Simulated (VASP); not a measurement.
Data:

```
CELL_PARAMETERS angstrom
      0.00000     2.84056     2.84056
      2.84056     0.00000     2.84056
      2.84056     2.84056     0.00000
ATOMIC_POSITIONS crystal
  Mg 0.00000 0.00000 0.00000
  S  0.25000 0.25000 0.25000
```

These are PBEsol GGA, VASP's PBE PAW potentials (set 64) (plane waves; VASP 6.6.1) values and carry that method's errors. Run with 400 eV cut-off, 7×7×7 Γ-centred mesh, Gaussian smearing of 0.050 eV, potentials Mg S.

**Question.** The ions, cell shape and volume are relaxed. Which structure does the run end with?

**Answer.** 
```
CELL_PARAMETERS angstrom
      0.00000     2.82466     2.82466
      2.82466     0.00000     2.82466
      2.82466     2.82466     0.00000
ATOMIC_POSITIONS crystal
  Mg 0.00000 0.00000 0.00000
  S  0.25000 0.25000 0.25000
```
Space group F-43m (216), at a tolerance of 0.03 Å.

**Question.** How do energy and volume change from the first to the last step?

**Answer.** The energy (σ→0) changes by -1.2 meV/atom and the volume by -1.7 %, in 3 ionic steps.

```json
[
 {"step": "1", "E(σ→0) (eV)": "-8.9149", "max force (eV/Å)": "0.000", "pressure (GPa)": "-0.94", "volume (Å³)": "45.84"},
 {"step": "2", "E(σ→0) (eV)": "-8.9171", "max force (eV/Å)": "0.000", "pressure (GPa)": "0.17", "volume (Å³)": "44.95"},
 {"step": "3", "E(σ→0) (eV)": "-8.9172", "max force (eV/Å)": "0.000", "pressure (GPa)": "0.01", "volume (Å³)": "45.07"}
]
```

The structure was generated: MgS was put into the zinc blende type (F-43m), which need not be its known phase. This run relaxes it. Symmetry was kept, so distortions that lower it aren't found.
